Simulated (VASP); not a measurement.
Method: PBE GGA, VASP's PBE PAW potentials (set 64) (plane waves; VASP).

The input files of a VASP run:

**INCAR**
```
! general
SYSTEM=P
PREC  =Accurate
ENCUT =400
LREAL =F
LASPH =T

! electronic loop
EDIFF =1E-6
NELM  =100
ALGO  =Normal

! smearing
ISMEAR=0
SIGMA =0.05

! functional
GGA   =PE

! ions
IBRION=2
NSW   =60
ISIF  =3
EDIFFG=-0.02

! output
LWAVE =F
LCHARG=F
```

**POSCAR**
```
P
1.0
  1.6686787636  -5.5779485423   0.0000000000
  1.6686787636   5.5779485423   0.0000000000
  0.0000000000   0.0000000000   4.4538228020
P
4
Cart
  1.6686787636   4.5132688248   4.0834899190
  1.6686787636   1.0646797175   1.8565785180
  1.6686787636  -1.0646797175   2.5972442840
  1.6686787636  -4.5132688248   0.3703328830
```

### KPOINTS
```
Automatic
0
gamma
 6 6 5
0 0 0
```

POTCAR, in this order: P (PBE.64 set). Program: vasp_std.

What will the output report for the number of irreducible k-points (NKPTS), number of bands (NBANDS), largest plane-wave count, number of space-group operations, FFT grid (NGX, NGY, NGZ)?

```json
{
 "number of irreducible k-points (NKPTS)": "39",
 "number of bands (NBANDS)": "14",
 "largest_plane_wave_count": "1532",
 "number_of_space_group_operations": "8",
 "FFT grid (NGX, NGY, NGZ)": "40 × 40 × 30"
}
```

The compound is P in the black structure. This run relaxes it. Symmetry was kept, so distortions that lower it aren't found. The start is the result of an earlier pass.
